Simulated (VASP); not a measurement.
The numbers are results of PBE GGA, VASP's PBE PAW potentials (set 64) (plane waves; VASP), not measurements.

The input files of a VASP run:

### KPOINTS
```
Regular mesh
0
gamma
11 11 11
0 0 0
```

### POSCAR
```
CaO
1
    0.0000000000     2.4195481198     2.4195481198
    2.4195481198    -0.0000000000     2.4195481198
    2.4195481198     2.4195481198    -0.0000000000
Ca O
1 1
Direct
  0.0000000000   0.0000000000   0.0000000000
  0.5000000000   0.5000000000   0.5000000000
```

INCAR:
```
! general
SYSTEM=CaO
PREC  =Accurate
ENCUT =520   ! plane-wave cut-off (eV)
LREAL =.FALSE.   ! projection in real space or not
LASPH =.TRUE.

! electronic loop
EDIFF =1E-7   ! SCF stop (eV)
NELM  =100   ! most electronic steps
ALGO  =Normal   ! blocked Davidson

! smearing
ISMEAR=-5

! functional
GGA   =PE

! ions
ISIF  =2   ! forces and stress, cell fixed

! output
LWAVE =.FALSE.
LCHARG=.TRUE.
LORBIT=11   ! lm-projected
NEDOS =601
```

POTCAR, in this order: Ca_sv O (PBE.64 set). Program: vasp_std.

The run wrote:

OSZICAR:
```
       N       E                     dE             d eps       ncg     rms          rms(c)
DAV:   1     0.129774152568E+03    0.12977E+03   -0.87012E+03  1344   0.136E+03
DAV:   2    -0.783576201430E+01   -0.13761E+03   -0.13026E+03  1564   0.337E+02
DAV:   3    -0.142815100012E+02   -0.64457E+01   -0.63947E+01  1720   0.753E+01
DAV:   4    -0.145136121606E+02   -0.23210E+00   -0.23180E+00  1964   0.126E+01
DAV:   5    -0.145160538604E+02   -0.24417E-02   -0.24414E-02  1648   0.142E+00    0.857E+00
DAV:   6    -0.128513946565E+02    0.16647E+01   -0.88359E+00  1556   0.275E+01    0.369E+00
DAV:   7    -0.128062937202E+02    0.45101E-01   -0.73383E-01  1872   0.836E+00    0.175E+00
DAV:   8    -0.128071716297E+02   -0.87791E-03   -0.80654E-02  1412   0.325E+00    0.430E-01
DAV:   9    -0.128052118593E+02    0.19598E-02   -0.24657E-02  1724   0.127E+00    0.135E-01
DAV:  10    -0.128056711853E+02   -0.45933E-03   -0.21918E-03  1412   0.470E-01    0.248E-02
DAV:  11    -0.128057217182E+02   -0.50533E-04   -0.35306E-04  1948   0.153E-01    0.294E-02
DAV:  12    -0.128057082774E+02    0.13441E-04   -0.53738E-05  1592   0.798E-02    0.517E-03
DAV:  13    -0.128057080911E+02    0.18628E-06   -0.44834E-06  1756   0.204E-02    0.872E-04
DAV:  14    -0.128057079457E+02    0.14540E-06   -0.19404E-07  1544   0.516E-03    0.500E-04
DAV:  15    -0.128057080451E+02   -0.99365E-07   -0.43632E-08   832   0.273E-03
   1 F= -.12805708E+02 E0= -.12805708E+02  d E =0.000000E+00
```

File OUTCAR:
```
------------------------ aborting loop because EDIFF is reached ----------------------------------------
  FORCE on cell =-STRESS in cart. coord.  units (eV):
  Direction    XX          YY          ZZ          XY          YZ          ZX
  --------------------------------------------------------------------------------------
  Total        0.0016553      0.0016553      0.0016553      0.0000000     -0.0000000      0.0000000
  in kB        0.0936150      0.0936150      0.0936150      0.0000000     -0.0000000      0.0000000
  external PRESSURE =       0.0936150 kB  Pullay stress =       0.0000000 kB
  volume of cell :       28.33
      direct lattice vectors                 reciprocal lattice vectors
     0.000000000  2.419548120  2.419548120    -0.206650157  0.206650157  0.206650157
     2.419548120  0.000000000  2.419548120     0.206650157 -0.206650157  0.206650157
     2.419548120  2.419548120  0.000000000     0.206650157  0.206650157 -0.206650157
  FREE ENERGIE OF THE ION-ELECTRON SYSTEM (eV)
  ---------------------------------------------------
  free  energy   TOTEN  =       -12.8057080451 eV

  energy  without entropy=      -12.8057080451  energy(sigma->0) =      -12.80570805

 total charge

# of ion       s       p       d       tot
------------------------------------------
    1        2.039   5.878   0.291   8.208
    2        1.549   3.444   0.000   4.994
--------------------------------------------------
tot          3.589   9.322   0.291  13.202
```
(Selected blocks of OUTCAR.)

**OUTCAR**
```
 val. band max:        2.2351912291   @ k =   0.0000   0.0000   0.0000

 cond. band min:       5.9134362109   @ k =   0.4545   0.4545   0.0000


 Fermi energy:         2.2999347079

 k-point     1 :       0.0000    0.0000    0.0000
  band No.  band energies     occupation
      1     -35.4848      2.00000
      2     -16.2629      2.00000
      3     -16.2629      2.00000
      4     -16.2629      2.00000
      5     -13.2578      2.00000
      6       2.2352      2.00000
      7       2.2352      2.00000
      8       2.2352      2.00000
      9       6.7855      0.00000
     10       8.4106      0.00000
     11       8.4106      0.00000
     12       8.4106      0.00000

 k-point     2 :       0.0909    0.0000    0.0000
  band No.  band energies     occupation
      1     -35.4774      2.00000
      2     -16.3689      2.00000
      3     -16.2670      2.00000
      4     -16.2670      2.00000
      5     -13.1455      2.00000
      6       1.9349      2.00000
      7       2.1232      2.00000
      8       2.1232      2.00000
      9       7.1675      0.00000
     10       8.3807      0.00000
     11       8.5489      0.00000
     12       8.5489      0.00000

 k-point     3 :       0.1818    0.0000    0.0000
  band No.  band energies     occupation
      1     -35.4576      2.00000
      2     -16.6234      2.00000
      3     -16.2780      2.00000
      4     -16.2780      2.00000
      5     -12.8743      2.00000
      6       1.2665      2.00000
      7       1.8442      2.00000
      8       1.8442      2.00000
      9       8.0478      0.00000
     10       8.4022      0.00000
     11       8.9362      0.00000
     12       8.9362      0.00000

 k-point     4 :       0.2727    0.0000    0.0000
  band No.  band energies     occupation
      1     -35.4314      2.00000
      2     -16.9112      2.00000
      3     -16.2923      2.00000
      4     -16.2923      2.00000
      5     -12.5627      2.00000
      6       0.5550      2.00000
...
```

The compound is CaO in the rock salt structure. It was relaxed first.
